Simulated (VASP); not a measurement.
# BN (P6_3/mmc) in VASP: notebook, part 2 of 2

VASP 6.6.1. Earlier steps stand in the parts before.

## (3) Optical spectrum, PBE+D3(BJ)

INCAR reads:

```
SYSTEM = BN
PREC = Accurate ; ENCUT = 520
EDIFF = 1E-7 ; ISMEAR = 0
SIGMA = 0.02 ; LREAL = .False.
LASPH = .True. ; NELM = 60
ALGO = Normal ; ISIF = 2
LWAVE = .False. ; LCHARG = .False.
GGA = PE ; IVDW = 12
LOPTICS = .True. ; NBANDS = 32
NEDOS = 2000 ; CSHIFT = 0.1
```

KPOINTS reads:

```
regular mesh
0
Gamma
  21 21 8
  0 0 0
```

POSCAR reads:

```
BN                                      
1.0
    2.5068152416      0.0000000000      0.0000000000
   -1.2534076208      2.1709656770      0.0000000000
    0.0000000000      0.0000000000      6.5854715460
  B               N             
     2     2
Direct
     0.3333333300000021    0.6666666699999979    0.2500000000000000
     0.6666666699999979    0.3333333300000021    0.7500000000000000
     0.3333333300000021    0.6666666699999979    0.7500000000000000
     0.6666666699999979    0.3333333300000021    0.2500000000000000
```

Potentials or basis: VASP PAW PBE potentials, release 64 (B, N).

Run with:

```bash
$ cat potpaw_PBE.64/B/POTCAR potpaw_PBE.64/N/POTCAR > POTCAR
$ mpirun -np 1 vasp_std > vasp.out
```

OUTCAR:

```text
SYSTEM = BN
   PREC = Accurate
   ENCUT = 520
   EDIFF = 1E-7
   ISMEAR = 0
   LREAL = .False.
   LASPH = .True.
   NELM = 60
   ISIF = 2
   GGA = PE
   IVDW = 12
 IVDW          = 12

 ion  position               nearest neighbor table
   1  0.333  0.667  0.250-   4 1.45   4 1.45   4 1.45
   2  0.667  0.333  0.750-   3 1.45   3 1.45   3 1.45
   3  0.333  0.667  0.750-   2 1.45   2 1.45   2 1.45
   4  0.667  0.333  0.250-   1 1.45   1 1.45   1 1.45

  LATTYP: Found a hexagonal cell.
 ALAT       =     2.5068152416
 C/A-ratio  =     2.6270270887

  Lattice vectors:
[... 797 lines left out ...]
     0.00000     0.00000     0.00000     0.00000     0.00000     0.00000     0.00000
     0.70270     0.01127     0.01127     0.00303     0.00000     0.00000    -0.00000
     1.40539     0.02475     0.02475     0.00647     0.00000     0.00000    -0.00000
     2.10809     0.04405     0.04405     0.01099     0.00000     0.00000    -0.00000
     2.81079     0.07768     0.07768     0.01814     0.00000     0.00000    -0.00000
     3.51348     0.15457     0.15457     0.03343     0.00000     0.00000    -0.00000
[... 92 lines left out ...]
    68.86428     0.00038     0.00038     0.00040    -0.00000    -0.00000     0.00000
    69.56697     0.00037     0.00037     0.00038    -0.00000    -0.00000     0.00000

  frequency dependent      REAL DIELECTRIC FUNCTION (independent particle, no local field effects) density-density
     E(ev)        X           Y           Z          XY          YZ          ZX
  --------------------------------------------------------------------------------------------------------------
     0.00000     4.85284     4.85284     3.01744     0.00000     0.00000    -0.00000
     0.70270     4.89178     4.89178     3.02796     0.00000     0.00000    -0.00000
     1.40539     5.01604     5.01604     3.06092     0.00000     0.00000    -0.00000
     2.10809     5.25232     5.25232     3.12129     0.00000     0.00000    -0.00000
     2.81079     5.66605     5.66605     3.22107     0.00000     0.00000    -0.00000
     3.51348     6.43414     6.43414     3.39304     0.00000     0.00000    -0.00000
[... 92 lines left out ...]
    68.86428     0.88150     0.88150     0.88472     0.00000    -0.00000    -0.00000
    69.56697     0.88416     0.88416     0.88747     0.00000    -0.00000    -0.00000

  frequency dependent IMAGINARY DIELECTRIC FUNCTION (independent particle, no local field effects) current-current
     E(ev)      X         Y         Z        XY        YZ        ZX
  --------------------------------------------------------------------------------------------------------------
     0.00000    21.92919    21.92919    11.48326     0.00000     0.00000     0.00000
     0.70270     1.11875     1.11875     0.58017     0.00000     0.00000     0.00000
     1.40539     0.59617     0.59617     0.29973     0.00000     0.00000     0.00000
     2.10809     0.44740     0.44740     0.21223     0.00000     0.00000     0.00000
     2.81079     0.40962     0.40962     0.17616     0.00000     0.00000     0.00000
     3.51348     0.46382     0.46382     0.16963     0.00000     0.00000     0.00000
[... 92 lines left out ...]
    68.86428     0.00004     0.00004     0.00006    -0.00000     0.00000    -0.00000
    69.56697     0.00004     0.00004     0.00006    -0.00000     0.00000    -0.00000

  frequency dependent      REAL DIELECTRIC FUNCTION (independent particle, no local field effects) current-current
     E(ev)        X           Y           Z          XY          YZ          ZX
  --------------------------------------------------------------------------------------------------------------
     0.00000     4.84919     4.84919     3.01644     0.00000     0.00000     0.00000
     0.70270     4.88793     4.88793     3.02692     0.00000     0.00000     0.00000
     1.40539     5.01185     5.01185     3.05982     0.00000     0.00000     0.00000
     2.10809     5.24743     5.24743     3.12005     0.00000     0.00000     0.00000
     2.81079     5.65973     5.65973     3.21958     0.00000     0.00000     0.00000
     3.51348     6.42440     6.42440     3.39091     0.00000     0.00000     0.00000
[... 92 lines left out ...]
    68.86428     0.88151     0.88151     0.88472    -0.00000    -0.00000     0.00000
    69.56697     0.88416     0.88416     0.88748    -0.00000    -0.00000     0.00000
```

OSZICAR:

```text
N       E                     dE             d eps       ncg     rms          rms(c)
DAV:   1     0.483667217725E+02    0.48367E+02   -0.67844E+03 15376   0.463E+02
DAV:   2    -0.364405473585E+02   -0.84807E+02   -0.80229E+02 19024   0.151E+02
DAV:   3    -0.386664494894E+02   -0.22259E+01   -0.22075E+01 18888   0.206E+01
DAV:   4    -0.386734916028E+02   -0.70421E-02   -0.70419E-02 17096   0.124E+00
DAV:   5    -0.386735147639E+02   -0.23161E-04   -0.23161E-04 18880   0.626E-02    0.112E+01
DAV:   6    -0.355025432946E+02    0.31710E+01   -0.13229E+00 17568   0.873E+00    0.501E+00
DAV:   7    -0.352189582391E+02    0.28359E+00   -0.43370E-01 18120   0.324E+00    0.323E+00
DAV:   8    -0.351475460888E+02    0.71412E-01   -0.77125E-02 17384   0.149E+00    0.372E-01
DAV:   9    -0.351476267027E+02   -0.80614E-04   -0.49405E-03 17768   0.384E-01    0.213E-01
DAV:  10    -0.351485232850E+02   -0.89658E-03   -0.72061E-04 17688   0.127E-01    0.307E-02
DAV:  11    -0.351485702981E+02   -0.47013E-04   -0.33515E-05 18656   0.311E-02    0.195E-02
DAV:  12    -0.351485887078E+02   -0.18410E-04   -0.16511E-05 17584   0.166E-02    0.259E-03
DAV:  13    -0.351485892007E+02   -0.49292E-06   -0.43140E-07 18624   0.315E-03    0.128E-03
DAV:  14    -0.351485892891E+02   -0.88379E-07   -0.58519E-08 17032   0.112E-03
   1 F= -.35717626E+02 E0= -.35717626E+02  d E =-.810709E-12
 imaginary and real dielectric function
```

Run time: 2.6 min. Hardware: 1 thread of Intel Xeon Platinum 8488C (Sapphire Rapids), shared host; peak memory 0.44 GiB.

Results:

* Free energy: -35.7176 eV
* Pressure: 0.0 GPa
* Band gap on the k mesh: 4.24 eV, indirect (least direct gap 4.63 eV)
* Dispersion energy per atom: -0.142 eV

Levels at points of the mesh, in eV from the valence-band top:
| k point | band 5 | band 6 | band 7 | band 8 | band 9 | band 10 | band 11 | band 12 |
| --- | --- | --- | --- | --- | --- | --- | --- | --- |
| (0.00, 0.00, 0.00) | -1.38 | -1.38 | -1.34 | -1.34 | 5.27 | 10.36 | 11.48 | 11.48 |
| (0.00, 0.00, 0.50) | -1.36 | -1.36 | -1.36 | -1.36 | 7.68 | 7.68 | 11.54 | 11.54 |

Dielectric function (mean over the directions given):
| energy (eV) | real part | imaginary part |
| --- | --- | --- |
| 0.28 | 4.25 | 0.00 |
| 0.77 | 4.28 | 0.01 |
| 1.26 | 4.34 | 0.02 |
| 1.76 | 4.44 | 0.03 |
| 2.25 | 4.59 | 0.04 |
| 2.74 | 4.81 | 0.05 |
| 3.30 | 5.21 | 0.09 |
| 3.79 | 5.80 | 0.16 |
| 4.29 | 7.04 | 0.43 |
| 4.78 | 8.51 | 3.90 |
| 5.27 | 7.59 | 5.59 |
| 5.76 | 2.18 | 7.83 |
| 6.32 | -0.40 | 3.72 |
| 6.82 | 0.38 | 2.54 |
| 7.31 | 0.94 | 2.05 |
| 7.80 | 1.59 | 1.34 |
| 8.29 | 2.00 | 1.06 |
| 8.85 | 2.66 | 0.80 |
| 9.35 | 3.56 | 1.23 |
| 9.84 | 3.50 | 3.02 |
| 10.33 | 2.89 | 2.03 |
| 10.82 | 2.17 | 1.71 |
| 11.31 | 2.89 | 1.82 |
| 11.88 | 2.82 | 1.32 |
| 12.37 | 4.23 | 1.40 |
| 12.86 | 6.33 | 3.07 |
| 13.35 | 4.22 | 6.87 |
| 13.84 | 2.25 | 7.31 |
| 14.41 | -1.70 | 5.50 |
| 14.90 | -1.00 | 3.62 |
| 15.39 | -1.71 | 3.01 |
| 15.88 | -0.59 | 2.41 |
| 16.37 | -0.51 | 2.30 |
| 16.86 | -0.48 | 2.25 |
| 17.43 | -0.34 | 1.60 |
| 17.92 | 0.01 | 2.00 |
| 18.41 | -0.85 | 1.64 |
| 18.90 | -0.26 | 1.57 |
| 19.39 | -0.25 | 1.25 |
| 19.96 | -0.43 | 1.35 |

Caveat: independent-particle spectra lack excitons; an odd mesh through Γ misses points on the zone boundary, where band edges often lie.
